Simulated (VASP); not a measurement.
Here is the system:

```
CELL_PARAMETERS angstrom
      0.00000     2.68903     2.68903
      2.68903     0.00000     2.68903
      2.68903     2.68903     0.00000
ATOMIC_POSITIONS crystal
  Si 0.25000 0.25000 0.25000
  Si 0.75000 0.75000 0.75000
  Ni 0.00000 0.00000 0.00000
```

All values below come from r2SCAN+rVV10, VASP's PBE PAW potentials (set 64) (plane waves; VASP). Run with 520 eV cut-off, 11×11×11 Γ-centred mesh, tetrahedra with Blöchl corrections, potentials Si Ni.

Question: Estimate the energy per atom (σ→0), band gap (over mesh and band path) with the smallest direct gap where there is one.

Answer: 
```json
{
  "band gap (over mesh and band path)": "none (metal, semimetal or under 0.01 eV)",
  "energy per atom (σ→0)": "-10.064 eV/atom"
}
```

The absolute energy has meaning only against runs of the same code, potentials and settings.

The compound is NiSi2 in the fluorite structure. It was relaxed first. The run is not spin-polarised, so no magnetic state was tried.
